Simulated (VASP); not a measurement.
Output of a VASP run:

**OSZICAR**
```
       N       E                     dE             d eps       ncg     rms          rms(c)
DAV:   1     0.685130075989E+03    0.68513E+03   -0.25034E+04  4200   0.198E+03
DAV:   2     0.464633074422E+02   -0.63867E+03   -0.61787E+03  4680   0.573E+02
DAV:   3    -0.664221894920E+02   -0.11289E+03   -0.11134E+03  6408   0.215E+02
DAV:   4    -0.716540556939E+02   -0.52319E+01   -0.52269E+01  5800   0.490E+01
DAV:   5    -0.718886554884E+02   -0.23460E+00   -0.23454E+00  5908   0.831E+00    0.322E+01
DAV:   6    -0.548103313128E+02    0.17078E+02   -0.12608E+02  5476   0.104E+02    0.124E+01
DAV:   7    -0.542763827871E+02    0.53395E+00   -0.19302E+01  5564   0.343E+01    0.788E+00
DAV:   8    -0.542959595732E+02   -0.19577E-01   -0.44559E+00  5404   0.194E+01    0.397E+00
DAV:   9    -0.541282443780E+02    0.16772E+00   -0.15074E+00  5664   0.106E+01    0.102E+00
DAV:  10    -0.541402819112E+02   -0.12038E-01   -0.97943E-02  4904   0.243E+00    0.293E-01
DAV:  11    -0.541388293031E+02    0.14526E-02   -0.10497E-02  5212   0.666E-01    0.706E-02
DAV:  12    -0.541390139681E+02   -0.18466E-03   -0.10220E-03  5756   0.284E-01    0.830E-02
DAV:  13    -0.541389561107E+02    0.57857E-04   -0.36515E-04  5908   0.162E-01    0.129E-02
DAV:  14    -0.541389604601E+02   -0.43494E-05   -0.23734E-05  5828   0.392E-02    0.108E-02
DAV:  15    -0.541389602073E+02    0.25280E-06   -0.78072E-06  5896   0.288E-02    0.269E-03
DAV:  16    -0.541389602359E+02   -0.28651E-07   -0.43731E-07  4348   0.672E-03
   1 F= -.54138960E+02 E0= -.54138960E+02  d E =0.000000E+00
```

**OUTCAR**
```
------------------------ aborting loop because EDIFF is reached ----------------------------------------
  FORCE on cell =-STRESS in cart. coord.  units (eV):
  Direction    XX          YY          ZZ          XY          YZ          ZX
  --------------------------------------------------------------------------------------
  Total       -0.0812123     -0.0812123     -0.0570232      0.0000000     -0.0000000      0.0000000
  in kB       -1.8551926     -1.8551926     -1.3026248      0.0000000     -0.0000000      0.0000000
  external PRESSURE =      -1.6710033 kB  Pullay stress =       0.0000000 kB
  volume of cell :       70.14
      direct lattice vectors                 reciprocal lattice vectors
    -1.901602526  1.901602526  4.848905048     0.000000000  0.262936125  0.103116063
     1.901602526 -1.901602526  4.848905048     0.262936125  0.000000000  0.103116063
     1.901602526  1.901602526 -4.848905048     0.262936125  0.262936125  0.000000000
 POSITION                                       TOTAL-FORCE (eV/Angst)
 -----------------------------------------------------------------------------------
     -0.00000      1.90160      2.42445        -0.000000     -0.000000     -0.000000
      0.00000      0.00000      0.00000        -0.000000     -0.000000     -0.000000
      0.00000      1.90160      0.42026        -0.000000      0.000000      0.008608
      0.00000      0.00000      7.69362         0.000000     -0.000000      0.008608
      0.00000      0.00000      2.00419         0.000000     -0.000000     -0.008608
     -0.00000      1.90160      4.42864        -0.000000      0.000000     -0.008608
 -----------------------------------------------------------------------------------
    total drift:                                0.000000     -0.000000     -0.000000
  FREE ENERGIE OF THE ION-ELECTRON SYSTEM (eV)
  ---------------------------------------------------
  free  energy   TOTEN  =       -54.1389602359 eV

  energy  without entropy=      -54.1389602359  energy(sigma->0) =      -54.13896024

 total charge

# of ion       s       p       d       tot
------------------------------------------
    1        2.217   6.282   1.725  10.224
    2        2.217   6.282   1.725  10.224
    3        1.568   3.494   0.000   5.062
    4        1.568   3.494   0.000   5.062
    5        1.568   3.494   0.000   5.062
    6        1.568   3.494   0.000   5.062
--------------------------------------------------
tot         10.707  26.538   3.451  40.696

 Electric field gradients after diagonalization (V/A^2)
 (convention: |V_zz| > |V_xx| > |V_yy|)
----------------------------------------------------------------------
 ion       V_xx      V_yy      V_zz     asymmetry (V_yy - V_xx)/ V_zz
----------------------------------------------------------------------
   1      -5.644    -5.642    11.286       0.000
   2      -5.644    -5.642    11.286       0.000
   3     -12.117    -5.710    17.826       0.359
   4     -12.117    -5.710    17.826       0.359
   5     -12.117    -5.710    17.826       0.359
   6     -12.117    -5.710    17.826       0.359
```
(Selected blocks of OUTCAR.)

### POSCAR
```
TiO2
1
   -1.9016025263     1.9016025263     4.8489050483
    1.9016025263    -1.9016025263     4.8489050483
    1.9016025263     1.9016025263    -4.8489050483
Ti O
2 4
Direct
  0.7500000000   0.2500000000   0.5000000000
  0.0000000000   0.0000000000   0.0000000000
  0.5433358060   0.0433358060   0.5000000000
  0.7933358060   0.7933358060   0.0000000000
  0.2066641940   0.2066641940   0.0000000000
  0.9566641940   0.4566641940   0.5000000000
```

Problem. Write an INCAR and KPOINTS that could have produced this output.

Solution. This is not unique; one that fits is the input of the run itself, PW91 GGA, plane waves, VASP's PBE PAW potentials (set 64).

INCAR:
```
SYSTEM = TiO2
PREC = Accurate; ENCUT = 520; LREAL = .False.
LASPH = .True.
EDIFF = 1E-7; NELM = 100; ALGO = Normal
LMAXMIX = 4
ISMEAR = -5
GGA = 91
ISIF = 2
LWAVE = .False.; LCHARG = .True.; LORBIT = 11
NEDOS = 601
LEFG = .True.
```

KPOINTS:
```
K-points
0
Gamma
9 9 9
```

POTCAR, in this order: Ti_sv O (PBE.64 set). Program: vasp_std.

The compound is TiO2 in the anatase structure, one of several forms; rutile is the usual stable one. It was relaxed first.
